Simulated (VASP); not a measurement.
# AgRh (P-6m2) in VASP: single point with PBE

Aim: the single point of AgRh with PBE.

Program: VASP 6.6.1. These are calculated values, not measurements. Logs are shortened: lines on timing, memory, paths and dates and some standing lists are left out, and cuts for length are marked.

### 1 The crystal as given

The structure is hexagonal, space group P-6m2 (No. 187). Conventional cell: a = 2.778 Å, b = 2.778 Å, c = 4.809 Å, α = 90.00°, β = 90.00°, γ = 120.00°. Ag (site symmetry -6m2) is surrounded by 6 Ag at 2.78 Å and 6 Rh at 2.89 Å. Rh (site symmetry -6m2) is surrounded by 6 Rh at 2.78 Å and 6 Ag at 2.89 Å.

The cell comes from a database or a generator and needn't be the stable form of this composition.

### 2 Single point, PBE

Input file INCAR:

```
ALGO     = Fast           # electronic algorithm
EDIFF    = 1E-6           # SCF threshold, eV
ENCUT    = 520            # plane-wave cutoff, eV
GGA      = PE             # functional
ISIF     = 2              # what is computed and relaxed
ISMEAR   = -1             # smearing method
LASPH    = T              # aspherical terms in the spheres
LCHARG   = F              # write CHGCAR
LREAL    = F              # projectors in reciprocal space
LWAVE    = F              # write WAVECAR
NBANDS   = 20             # bands
NELM     = 100            # most SCF steps
PREC     = Accurate       # precision mode
SIGMA    = 0.1            # smearing width, eV
```

Input file KPOINTS:

```
k-points
0
Gamma
  11 11 6
```

Input file POSCAR:

```
AgRh
1.0
    2.7775882000      0.0000000000      0.0000000000
   -1.3887941000      2.4054619400      0.0000000000
    0.0000000000      0.0000000000      4.8086020000
Ag Rh
1 1
Direct
    0.0000000000      0.0000000000      0.5000000000
    0.6666666700      0.3333333300      0.0000000000
```

Potentials or basis: VASP PAW PBE potentials, release 64 (Ag, Rh_pv).

Launch:

```
> cat potpaw_PBE.64/Ag/POTCAR potpaw_PBE.64/Rh_pv/POTCAR > POTCAR
> mpirun -np 1 vasp_std > vasp.out
```

OUTCAR:

```text
EDIFF = 1E-6
   ENCUT = 520
   GGA = PE
   ISIF = 2
   ISMEAR = -1
   LASPH = T
   LREAL = F
   NELM = 100
   PREC = Accurate

 ion  position               nearest neighbor table
   1  0.000  0.000  0.500-   2 2.89   2 2.89   2 2.89   2 2.89   2 2.89   2 2.89
   2  0.667  0.333  0.000-   1 2.89   1 2.89   1 2.89   1 2.89   1 2.89   1 2.89

  LATTYP: Found a hexagonal cell.
 ALAT       =     2.7775882000
 C/A-ratio  =     1.7312148720

  Lattice vectors:

 A1 = (   2.7775882000,   0.0000000000,   0.0000000000)
 A2 = (  -1.3887941000,   2.4054619400,   0.0000000000)
 A3 = (   0.0000000000,   0.0000000000,   4.8086020000)

Analysis of symmetry for initial positions (statically):
=====================================================================
 Subroutine PRICEL returns:
 Original cell was already a primitive cell.

 Routine SETGRP: Setting up the symmetry group for a
 hexagonal supercell.

 Subroutine GETGRP returns: Found 12 space group operations
 (whereof 12 operations were pure point group operations)
 out of a pool of 24 trial point group operations.

The static configuration has the point symmetry D_3h.

Analysis of symmetry for dynamics (positions and initial velocities):
=====================================================================
 Subroutine PRICEL returns:
 Original cell was already a primitive cell.

 Routine SETGRP: Setting up the symmetry group for a
 hexagonal supercell.

 Subroutine GETGRP returns: Found 12 space group operations
 (whereof 12 operations were pure point group operations)
 out of a pool of 24 trial point group operations.

The dynamic configuration has the point symmetry D_3h.

 Subroutine INISYM returns: Found 12 space group operations
 (whereof 12 operations are pure point group operations),
 and found     1 'primitive' translations

----------------------------------------------------------------------------------------

                                     Primitive cell

  volume of cell :      32.1281

  direct lattice vectors                    reciprocal lattice vectors
     2.777588200  0.000000000  0.000000000     0.360024571  0.207860283  0.000000000
    -1.388794100  2.405461940  0.000000000     0.000000000  0.415720566  0.000000000
     0.000000000  0.000000000  4.808602000     0.000000000  0.000000000  0.207960651

  length of vectors
     2.777588200  2.777588198  4.808602000     0.415720566  0.415720566  0.207960651

  position of ions in fractional coordinates (direct lattice)
     0.000000000  0.000000000  0.500000000
     0.666666670  0.333333330  0.000000000

  ion indices of the primitive-cell ions
   primitive index   ion index
                 1           1
                 2           2

----------------------------------------------------------------------------------------

 KPOINTS: k-points

Automatic generation of k-mesh.
 Grid dimensions read from file:
 generate k-points for:   11   11    6

 Generating k-lattice:

  Cartesian coordinates                     Fractional coordinates (reciprocal lattice)
     0.032729506  0.018896389  0.000000000     0.090909091 -0.000000000  0.000000000
     0.000000000  0.037792779  0.000000000     0.000000000  0.090909091  0.000000000
     0.000000000  0.000000000  0.034660108     0.000000000  0.000000000  0.166666667

  Length of vectors
     0.037792779  0.037792779  0.034660108

  Shift w.r.t. Gamma in fractional coordinates (k-lattice)
     0.000000000  0.000000000  0.000000000

 Subroutine IBZKPT returns following result:
 ===========================================

 Found     64 irreducible k-points:

 Following reciprocal coordinates:
            Coordinates               Weight
  0.000000  0.000000  0.000000      1.000000
  0.090909  0.000000  0.000000      6.000000
  0.181818 -0.000000  0.000000      6.000000
  0.272727 -0.000000  0.000000      6.000000
  0.363636 -0.000000  0.000000      6.000000
  0.454545  0.000000  0.000000      6.000000
[... 16 lines left out ...]
  0.090909  0.090909  0.166667     12.000000
  0.181818  0.090909  0.166667     24.000000
 [... further k-points ...]
   k-points           NKPTS =     64   k-points in BZ     NKDIM =     64   number of bands    NBANDS=     20
   number of dos      NEDOS =    301   number of ions     NIONS =      2
   total plane-waves  NPLWV =  20736
   dimension x,y,z NGX =    24 NGY =   24 NGZ =   36
   dimension x,y,z NGXF=    48 NGYF=   48 NGZF=   72
   ions per type =               1   1
   NGX,Y,Z   is equivalent  to a cutoff of  14.36, 14.36, 12.45 a.u.
   NGXF,Y,Z  is equivalent  to a cutoff of  28.73, 28.73, 24.89 a.u.
 SYSTEM =  unknown system
   PREC   = accura    normal or accurate (medium, high low for compatibility)
   ISTART =      0    job   : 0-new  1-cont  2-samecut
   ICHARG =      2    charge: 1-file 2-atom 10-const
   ISPIN  =      1    spin polarized calculation?
   LNONCOLLINEAR =      F non collinear calculations
   LSORBIT =      F    spin-orbit coupling
   LASPH  =      T    aspherical Exc in radial PAW
   ENCUT  =  520.0 eV  38.22 Ry    6.18 a.u.   5.16  5.16  8.94*2*pi/ulx,y,z
   NELM   =    100;   NELMIN=  2; NELMDL= -5     # of ELM steps
   EDIFF  = 0.1E-05   stopping-criterion for ELM
   LREAL  =      F    real-space projection
   EDIFFG = 0.1E-04   stopping-criterion for IOM
   NSW    =      0    number of steps for IOM
   IBRION =     -1    ionic relax: 0-MD 1-quasi-New 2-CG
   NFREE  =      0    steps in history (QN), initial steepest desc. (CG)
   ISIF   =      2    stress and relaxation
   ISYM   =      2    0-nonsym 1-usesym 2-fastsym
   POTIM  = 0.5000    time-step for ionic-motion
   TEBEG  =    0.0;   TEEND  =   0.0 temperature during run
   PSTRESS=    0.0 pullay stress
   NELECT =      26.0000    total number of electrons
   NUPDOWN=      -1.0000    fix difference up-down
   EMIN   =  10.00;   EMAX   =-10.00  energy-range for DOS
   EFERMI =   0.00;   METHOD = LEGACY
   ISMEAR =    -1;   SIGMA  =   0.10  broadening in eV -4-tet -1-fermi 0-gaus
   EFERMI_NEDOS =   21; number of points for ismear=-14 and -15
   IALGO  =     68    algorithm
   IMIX   =      4    mixing-type and parameters
     AMIX     =   0.40;   BMIX     =  1.00
     AMIX_MAG =   1.60;   BMIX_MAG =  1.00
  volume/ion in A,a.u.               =      16.06       108.41
  Fermi-wavevector in a.u.,A,eV,Ry     =   1.525589  2.882945 31.666497  2.327422
  Thomas-Fermi vector in A             =   2.633739
   LORBIT       =      0    0 simple, 1 ext, 2 COOP (PROOUT), +10 PAW based schemes
   GGA     = PE    functional components
   LHFCALC =     F    Hartree Fock is set to
   AEXX    =    0.0000 exact exchange contribution
   IVDW    =     0    specifies the selected vdW correction
   LEPSILON=     F    determine dielectric tensor
   LRPA    =     F    only Hartree local field effects (RPA)
 non-spin polarized calculation
 RMM-DIIS sequential band-by-band and
  energy-cutoff  :      520.00
  volume of cell :       32.13
 maximum number of plane-waves:       874
 NGX is ok and might be reduce to    24
   NGX = 11   NGY = 11   NGZ = 17

 number of electron      25.9999997 magnetization

 Free energy of the ion-electron system (eV)
  ---------------------------------------------------
  ext. energy  EPLUGINS =         0.00000000
  ---------------------------------------------------
  free energy    TOTEN  =        -9.48886559 eV

  energy without entropy =       -9.39681973  energy(sigma->0) =       -9.44284266

 E-fermi :   8.8492     XC(G=0): -12.7909

 val. band max:        8.8283604939   @ k =   0.2727  -0.0000   0.0000
 cond. band min:       8.8528912945   @ k =   0.3636   0.2727   0.5000
 fundamental gap:      0.0245308007
 Fermi energy:         8.8491773430

 k-point     1 :       0.0000    0.0000    0.0000
  band No.  band energies     occupation
      1     -36.8255      2.00000
      2     -36.8255      2.00000
      3     -36.8048      2.00000
      4       1.6747      2.00000
      5       3.1060      2.00000
      6       4.5619      2.00000
[... 12 lines left out ...]
     19      27.6360      0.00000
     20      30.1130      0.00000

 k-point     2 :       0.0909    0.0000    0.0000
  band No.  band energies     occupation
      1     -36.8577      2.00000
      2     -36.8333      2.00000
      3     -36.8006      2.00000
      4       1.9346      2.00000
      5       3.2580      2.00000
      6       4.4625      2.00000
[... 12 lines left out ...]
     19      27.1639      0.00000
     20      28.5514      0.00000

 k-point     3 :       0.1818   -0.0000    0.0000
  band No.  band energies     occupation
      1     -36.9436      2.00000
      2     -36.8541      2.00000
      3     -36.7891      2.00000
      4       2.6282      2.00000
      5       3.5792      2.00000
      6       4.3436      2.00000
[... 12 lines left out ...]
     19      27.0048      0.00000
     20      27.1014      0.00000

 k-point     4 :       0.2727   -0.0000    0.0000
  band No.  band energies     occupation
      1     -37.0549      2.00000
      2     -36.8812      2.00000
      3     -36.7741      2.00000
      4       3.1764      2.00000
      5       3.8347      2.00000
      6       4.3095      2.00000
[... 12 lines left out ...]
     19      25.0929      0.00000
     20      26.6591      0.00000

 k-point     5 :       0.3636   -0.0000    0.0000
  band No.  band energies     occupation
      1     -37.1560      2.00000
      2     -36.9060      2.00000
      3     -36.7602      2.00000
      4       3.0433      2.00000
      5       3.8402      2.00000
      6       4.1228      2.00000
[... 12 lines left out ...]
     19      23.0740      0.00000
     20      23.7404      0.00000
[... 353 lines left out ...]
      6       4.3512      2.00000
[... 12 lines left out ...]
     19      23.0918      0.00000
     20      24.6422      0.00000

 k-point    22 :       0.4545    0.0000    0.1667
  band No.  band energies     occupation
      1     -37.2154      2.00000
      2     -36.9207      2.00000
      3     -36.7519      2.00000
      4       2.8984      2.00000
      5       3.4587      2.00000
      6       4.3698      2.00000
[... 12 lines left out ...]
     19      22.1806      0.00000
     20      22.5135      0.00000

 k-point    23 :       0.0909    0.0909    0.1667
  band No.  band energies     occupation
      1     -36.9148      2.00000
      2     -36.8495      2.00000
      3     -36.7930      2.00000
      4       2.5931      2.00000
      5       3.5694      2.00000
      6       4.2890      2.00000
[... 12 lines left out ...]
     19      26.4165      0.00000
     20      27.2398      0.00000

 k-point    24 :       0.1818    0.0909    0.1667
  band No.  band energies     occupation
      1     -37.0085      2.00000
      2     -36.8783      2.00000
      3     -36.7796      2.00000
      4       3.2880      2.00000
      5       3.8419      2.00000
      6       4.2391      2.00000
[... 12 lines left out ...]
     19      25.5451      0.00000
     20      26.7212      0.00000

 [... further k-points ...]

------------------------ aborting loop because EDIFF is reached ----------------------------------------

  FORCE on cell =-STRESS in cart. coord.  units (eV):
  Direction    XX          YY          ZZ          XY          YZ          ZX
  --------------------------------------------------------------------------------------
  -------------------------------------------------------------------------------------
  Total       -0.3852664     -0.3852664     -0.5620605      0.0000000      0.0000000      0.0000000
  in kB      -19.2126151    -19.2126151    -28.0290568      0.0000000      0.0000000      0.0000000
  external PRESSURE =     -22.1514290 kB  Pullay stress =       0.0000000 kB

 VOLUME and BASIS-vectors are now :
 -----------------------------------------------------------------------------
  energy-cutoff  :      520.00
  volume of cell :       32.13
      direct lattice vectors                 reciprocal lattice vectors
     2.777588200  0.000000000  0.000000000     0.360024571  0.207860283  0.000000000
    -1.388794100  2.405461940  0.000000000     0.000000000  0.415720566  0.000000000
     0.000000000  0.000000000  4.808602000     0.000000000  0.000000000  0.207960651

 POSITION                                       TOTAL-FORCE (eV/Angst)
 -----------------------------------------------------------------------------------
      0.00000      0.00000      2.40430        -0.000000      0.000000      0.000000
      1.38879      0.80182      0.00000         0.000000      0.000000      0.000000
 -----------------------------------------------------------------------------------
    total drift:                               -0.000015      0.000009      0.000000

  FREE ENERGIE OF THE ION-ELECTRON SYSTEM (eV)
  ---------------------------------------------------
  free  energy   TOTEN  =        -9.4888655864 eV

  energy  without entropy=       -9.3968197275  energy(sigma->0) =       -9.44284266
```

It took 26 s on 1 thread of AMD EPYC 9R45 (Zen 5), shared host; peak memory 0.14 GiB.

What came out:

```yaml
Free_energy: -9.4889 eV
Pressure: -2.2 GPa
Band_gap_on_the_k_mesh: none (metal or under the smearing width)
```

Levels at points of the mesh, in eV from the Fermi level:
```csv
k point,band 11,band 12,band 13,band 14,band 15,band 16
"(0.00, 0.00, 0.00)",-1.81,-1.81,0.11,0.11,0.17,5.32
"(0.00, 0.00, 0.50)",-2.47,-1.62,-1.62,0.07,0.07,11.53
```
